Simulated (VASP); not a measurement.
Calculation: PBEsol GGA, VASP's PBE PAW potentials (set 64) (plane waves; VASP 6.6.1).

A VASP calculation is set up with these files.

**INCAR**
```
NSW = 60   # most ionic steps
SIGMA = 0.1   # width (eV)
NELM = 100   # most electronic steps
IBRION = 2
ENCUT = 520
PREC = Accurate
GGA = PS   # PBEsol
EDIFF = 1E-6   # SCF stop (eV)
LMAXMIX = 4
SYSTEM = PdC
EDIFFG = -0.01   # ionic stop
LWAVE = F
ISIF = 3   # ions, shape and volume
ALGO = Normal   # blocked Davidson
LASPH = T   # aspherical one-centre terms
LCHARG = F
ISMEAR = 1   # Methfessel-Paxton
LREAL = F   # projection in real space or not
```

### KPOINTS
```
Automatic mesh
0
G
 12 12 12
0 0 0
```

POSCAR:
```
PdC
1.0
  2.7950000000   0.0000000000   0.0000000000
  0.0000000000   2.7950000000   0.0000000000
  0.0000000000   0.0000000000   2.7950000000
Pd C
1 1
Direct
  0.0000000000   0.0000000000   0.0000000000
  0.5000000000   0.5000000000   0.5000000000
```

POTCAR, in this order: Pd C (PBE.64 set). Program: vasp_std.

The run wrote:

**OSZICAR**
```
       N       E                     dE             d eps       ncg     rms          rms(c)
DAV:   1     0.598493616651E+02    0.59849E+02   -0.70095E+03  1864   0.119E+03
DAV:   2    -0.111942808305E+02   -0.71044E+02   -0.67067E+02  2055   0.237E+02
DAV:   3    -0.132756321301E+02   -0.20814E+01   -0.20335E+01  2064   0.413E+01
DAV:   4    -0.132915808021E+02   -0.15949E-01   -0.15941E-01  2141   0.411E+00
DAV:   5    -0.132917443709E+02   -0.16357E-03   -0.16356E-03  2133   0.409E-01    0.136E+01
DAV:   6    -0.133202238093E+02   -0.28479E-01   -0.22049E+01  2279   0.413E+01    0.124E+01
DAV:   7    -0.120947152059E+02    0.12255E+01   -0.39235E+00  2032   0.206E+01    0.483E+00
DAV:   8    -0.120879737940E+02    0.67414E-02   -0.42155E-01  2030   0.525E+00    0.165E+00
DAV:   9    -0.120669367113E+02    0.21037E-01   -0.78861E-02  1986   0.268E+00    0.411E-01
DAV:  10    -0.120655192804E+02    0.14174E-02   -0.53511E-03  2055   0.568E-01    0.204E-01
DAV:  11    -0.120652577174E+02    0.26156E-03   -0.14832E-03  2356   0.336E-01    0.216E-02
DAV:  12    -0.120652616308E+02   -0.39134E-05   -0.81341E-05  2049   0.930E-02    0.128E-02
DAV:  13    -0.120652614941E+02    0.13677E-06   -0.28679E-06  1426   0.165E-02
   1 F= -.12065261E+02 E0= -.12065411E+02  d E =-.120653E+02
       N       E                     dE             d eps       ncg     rms          rms(c)
DAV:   1    -0.149135595056E+02   -0.28483E+01   -0.43985E+01  1903   0.783E+01    0.146E+01
DAV:   2    -0.133870061514E+02    0.15266E+01   -0.27799E+01  1888   0.524E+01    0.843E+00
DAV:   3    -0.121313412053E+02    0.12557E+01   -0.37660E+00  1904   0.211E+01    0.216E+00
DAV:   4    -0.120638269968E+02    0.67514E-01   -0.43526E-01  2041   0.518E+00    0.789E-01
DAV:   5    -0.120554344919E+02    0.83925E-02   -0.55420E-02  1984   0.240E+00    0.414E-01
DAV:   6    -0.120568294725E+02   -0.13950E-02   -0.59698E-03  2003   0.778E-01    0.979E-02
DAV:   7    -0.120566922863E+02    0.13719E-03   -0.82995E-04  2033   0.290E-01    0.256E-02
DAV:   8    -0.120566979819E+02   -0.56956E-05   -0.30078E-05  2069   0.530E-02    0.565E-03
DAV:   9    -0.120566974071E+02    0.57487E-06   -0.20141E-06  1177   0.148E-02
   2 F= -.12056697E+02 E0= -.12056619E+02  d E =0.856409E-02
       N       E                     dE             d eps       ncg     rms          rms(c)
DAV:   1    -0.128477357546E+02   -0.79104E+00   -0.11509E+01  1902   0.404E+01    0.585E+00
DAV:   2    -0.124427808654E+02    0.40495E+00   -0.68399E+00  1929   0.266E+01    0.538E+00
DAV:   3    -0.121466912226E+02    0.29609E+00   -0.14543E+00  2152   0.108E+01    0.212E+00
DAV:   4    -0.121302545878E+02    0.16437E-01   -0.10182E-01  1949   0.341E+00    0.870E-01
DAV:   5    -0.121295534466E+02    0.70114E-03   -0.82900E-03  1980   0.983E-01    0.304E-01
DAV:   6    -0.121294567045E+02    0.96742E-04   -0.93724E-04  2051   0.279E-01    0.138E-02
DAV:   7    -0.121294635514E+02   -0.68470E-05   -0.31791E-05  2055   0.597E-02    0.776E-03
DAV:   8    -0.121294646628E+02   -0.11113E-05   -0.15902E-06  1624   0.970E-03    0.228E-03
DAV:   9    -0.121294645895E+02    0.73288E-07   -0.30781E-07  1020   0.505E-03
   3 F= -.12129465E+02 E0= -.12128991E+02  d E =-.642031E-01
```

OUTCAR:
```
------------------------ aborting loop because EDIFF is reached ----------------------------------------
  FORCE on cell =-STRESS in cart. coord.  units (eV):
  Direction    XX          YY          ZZ          XY          YZ          ZX
  --------------------------------------------------------------------------------------
  Total       -0.0173542     -0.0173542     -0.0173542     -0.0000000      0.0000000      0.0000000
  in kB       -1.3622136     -1.3622136     -1.3622136     -0.0000000      0.0000000      0.0000000
  external PRESSURE =      -1.3622136 kB  Pullay stress =       0.0000000 kB
  volume of cell :       20.41
      direct lattice vectors                 reciprocal lattice vectors
     2.732898260  0.000000000 -0.000000000     0.365911902 -0.000000000 -0.000000000
     0.000000000  2.732898260 -0.000000000     0.000000000  0.365911902  0.000000000
     0.000000000 -0.000000000  2.732898260     0.000000000  0.000000000  0.365911902
 POSITION                                       TOTAL-FORCE (eV/Angst)
 -----------------------------------------------------------------------------------
      0.00000      0.00000      0.00000        -0.000000      0.000000      0.000000
      1.36645      1.36645      1.36645         0.000000     -0.000000      0.000000
 -----------------------------------------------------------------------------------
    total drift:                                0.000000      0.000000     -0.000000
  FREE ENERGIE OF THE ION-ELECTRON SYSTEM (eV)
  ---------------------------------------------------
  free  energy   TOTEN  =       -12.1294645895 eV

  energy  without entropy=      -12.1280436524  energy(sigma->0) =      -12.12899094

 reached required accuracy - stopping structural energy minimisation
```
(Selected blocks of OUTCAR.)

### CONTCAR
```
PdC
   1.00000000000000
     2.7328982598230085    0.0000000000000000   -0.0000000000000000
     0.0000000000000000    2.7328982598230085   -0.0000000000000000
     0.0000000000000000   -0.0000000000000000    2.7328982598230085
  Pd              C
     1     1
Direct
     0.0000000000000000    0.0000000000000000    0.0000000000000000
     0.5000000000000000    0.5000000000000000    0.5000000000000000
```

Energy and stress use the plane-wave basis of the starting cell.

The structure was generated: PdC was put into the CsCl type type (Pm-3m), which need not be its known phase. This run relaxes it. Symmetry was kept, so distortions that lower it aren't found.
